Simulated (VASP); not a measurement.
Input:

```yaml
crystal:
  lattice:
    - [1.57470, -2.72745, 0.00000]
    - [1.57470, 2.72745, 0.00000]
    - [0.00000, 0.00000, 3.52181]
  atoms:
    - { symbol: Zr, position: [0.00000, 0.00000, 0.00000] }
    - { symbol: B, position: [0.33333, 0.66667, 0.50000] }
    - { symbol: B, position: [0.66667, 0.33333, 0.50000] }
```

Computed with PBE GGA with D3 dispersion (zero damping), VASP's PBE PAW potentials (set 64) (plane waves; VASP 6.6.1). Numerical set-up: 520 eV cut-off, 12×12×10 Γ-centred mesh, tetrahedra with Blöchl corrections, potentials Zr_sv B.

The cores are frozen, which limits the accuracy of field gradients.

Problem. Give the principal components of the electric field gradient (V/Å²) and the asymmetry η at each nucleus.

Solution. 
```
atom    Vxx    Vyy   Vzz     η
----  -----  -----  ----  ----
Zr1   -21.5  -21.5  43.1  0.00
B2     -1.0   -1.0   2.0  0.00
B3     -1.0   -1.0   2.0  0.00
```

The compound is ZrB2 in the AlB2 type structure. It was relaxed first.
